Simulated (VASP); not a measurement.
VASP runs on CdIn2O4 (space group Fd-3m) share one base input (PBEsol GGA, plane waves, VASP's PBE PAW potentials (set 64)) and change the settings named in each case.

File KPOINTS:
```
K-points
0
G
3 3 3
0.5 0.5 0.5
```

File POSCAR:
```
CdIn2O4
1.0
  0.0000000000   4.6912520000   4.6912520000
  4.6912520000   0.0000000000   4.6912520000
  4.6912520000   4.6912520000   0.0000000000
Cd In O
2 4 8
Cartesian
  2.3456260000   2.3456260000   2.3456260000
  0.0000000000   0.0000000000   0.0000000000
  5.8640650000   3.5184390000   3.5184390000
  3.5184390000   3.5184390000   5.8640650000
  3.5184390000   5.8640650000   3.5184390000
  5.8640650000   5.8640650000   5.8640650000
  8.0853728220   8.0853728220   8.0853728220
  3.6427571780   5.7397468220   5.7397468220
  5.9883831780   5.9883831780   8.0853728220
  5.7397468220   3.6427571780   5.7397468220
  8.0853728220   5.9883831780   5.9883831780
  3.6427571780   3.6427571780   3.6427571780
  5.9883831780   8.0853728220   5.9883831780
  5.7397468220   5.7397468220   3.6427571780
```

INCAR:
```
! general
SYSTEM  = CdIn2O4
PREC    = Accurate
ENCUT   = 400
LREAL   = Auto
LASPH   = .TRUE.

! electronic loop
EDIFF   = 1E-6
NELM    = 100
ALGO    = Normal
LMAXMIX = 4

! smearing
ISMEAR  = 0
SIGMA   = 0.01

! functional
GGA     = PS

! ions
ISIF    = 2

! output
LWAVE   = .FALSE.
LCHARG  = .FALSE.
```

POTCAR, in this order: Cd In_d O (PBE.64 set). Program: vasp_std.

```
change                        E(σ→0) (eV/atom)  pressure (GPa)  largest force (eV/Å)
----------------------------  ----------------  --------------  --------------------
base run                               -5.4841          -11.35                 0.147
ENCUT = 160                            -4.3892         -375.80                 0.514
ENCUT = 200                            -5.5888         -161.45                 0.574
ENCUT = 240                            -5.6420          -84.31                 0.429
ENCUT = 280                            -5.5394          -47.68                 0.047
ENCUT = 320                            -5.5267          -28.10                 0.079
ENCUT = 360                            -5.4911             ___                 0.147
ENCUT = 460                            -5.4778             ___                   ___
ENCUT = 520                            -5.4772           -7.26                 0.133
ENCUT = 600                            -5.4787           -7.32                 0.135
ENCUT = 700                            -5.4792           -7.27                 0.134
ENCUT = 800                            -5.4798           -7.12                 0.141
KPOINTS 1×1×1 Γ-centred mesh           -4.9897           -9.28                 0.449
```

Task: Fill in the missing entries.

Result: 
- ENCUT = 460, pressure (GPa): -7.80
- ENCUT = 460, largest force (eV/Å): 0.131
- ENCUT = 360, pressure (GPa): -17.28

Energies of different potentials or functionals have different zeros.  Unless said otherwise, spin-orbit coupling is left out, though it shifts the bands of the heavy elements here. The base run's pressure lies -4.24 GPa from that at 800 eV (Pulay error).

Left out are runs that ran out of time, are held back, or changed the cell or the kind of run, fixed moments of cells without a moment, rows past the twelfth, gaps on odd meshes, pressures of charged cells and columns that move by less than the noise.

The structure comes from a computed database's CdIn2O4 entry; how it stands against other phases isn't given here. The cell was not relaxed at this level, forces remain on its atoms, its lattice was scaled by up to 2.5 %.
